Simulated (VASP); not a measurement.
Input of a VASP 6.6.1 run:

POSCAR

```
H4CO                                    
1.0
   12.7722774153      0.0000000000      0.0000000000
    0.0000000000     13.2722774153      0.0000000000
    0.0000000000      0.0000000000     13.7722774153
  O               C               H             
     1     1     4
Selective dynamics
Direct
     0.5814554605000026    0.4957380617999974    0.4800698287999978   F   F   F
     0.4709007345168943    0.4985833375410336    0.4959323125790473   T   T   T
     0.6154968736400552    0.5348561371265734    0.5307142176538949   T   T   T
     0.4484521455929876    0.4646677748428786    0.5661815079560640   T   T   T
     0.4354390133414563    0.4537911774680984    0.4375645801328557   T   T   T
     0.4391236648754287    0.5758974078562713    0.4918117471126108   T   T   T
```

The input INCAR.step1:

```
PREC     = Accurate       # precision mode
ENCUT    = 400            # plane-wave cutoff, eV
EDIFF    = 1E-5           # SCF threshold, eV
ISMEAR   = 0              # smearing method
SIGMA    = 0.01           # smearing width, eV
LREAL    = False          # projectors in reciprocal space
LASPH    = True           # aspherical terms in the spheres
NELM     = 80             # most SCF steps
ALGO     = Normal         # electronic algorithm
ISIF     = 2              # what is computed and relaxed
LWAVE    = True           # write WAVECAR
LCHARG   = False          # write CHGCAR
NBANDS   = 16             # bands
ISYM     = 0            
TIME     = 0.4          
GGA      = PE             # functional
```

Contents of INCAR.step2:

```
PREC     = Accurate       # precision mode
ENCUT    = 400            # plane-wave cutoff, eV
EDIFF    = 1E-6           # SCF threshold, eV
ISMEAR   = 0              # smearing method
SIGMA    = 0.01           # smearing width, eV
LREAL    = False          # projectors in reciprocal space
LASPH    = True           # aspherical terms in the spheres
NELM     = 80             # most SCF steps
ALGO     = Damped         # electronic algorithm
ISIF     = 2              # what is computed and relaxed
LWAVE    = False          # write WAVECAR
LCHARG   = False          # write CHGCAR
GGA      = PE             # functional
LHFCALC  = True           # exact exchange
HFSCREEN = 0.2            # screening, 1/A
PRECFOCK = Fast         
IVDW     = 12             # dispersion correction
VDW_S6   = 1.0          
VDW_S8   = 2.31         
VDW_A1   = 0.383        
VDW_A2   = 5.685        
NBANDS   = 16             # bands
ISYM     = 0            
TIME     = 0.4          
ISTART   = 1
```

The input KPOINTS:

```
Automatic mesh
0
Gamma
  1 1 1
```

Potentials or basis: VASP PAW PBE potentials, release 64 (O, C, H).

Launch:

```sh
$ cat potpaw_PBE.64/O/POTCAR potpaw_PBE.64/C/POTCAR potpaw_PBE.64/H/POTCAR > POTCAR
$ cp INCAR.step1 INCAR
$ mpirun -np 4 vasp_gam > vasp.out
$ cp INCAR.step2 INCAR
$ mpirun -np 4 vasp_gam > vasp.out
```

Q: Predict the largest force.

A: 0.659 eV/Å.

Q: Estimate the dispersion energy per atom.

A: -0.004 eV.

Q: Predict the gap between the frontier levels.

A: 7.10 eV.

Forces on the atoms (eV/Å):
```
O   -0.287  0.334  0.491
C    0.188 -0.058 -0.067
H   -0.211 -0.286 -0.399
H    0.147  0.108 -0.255
H    0.042  0.144  0.180
H    0.122 -0.243  0.051
```

Caveat: the PAW data sets were made with another functional, which shifts forces and pressure a little.
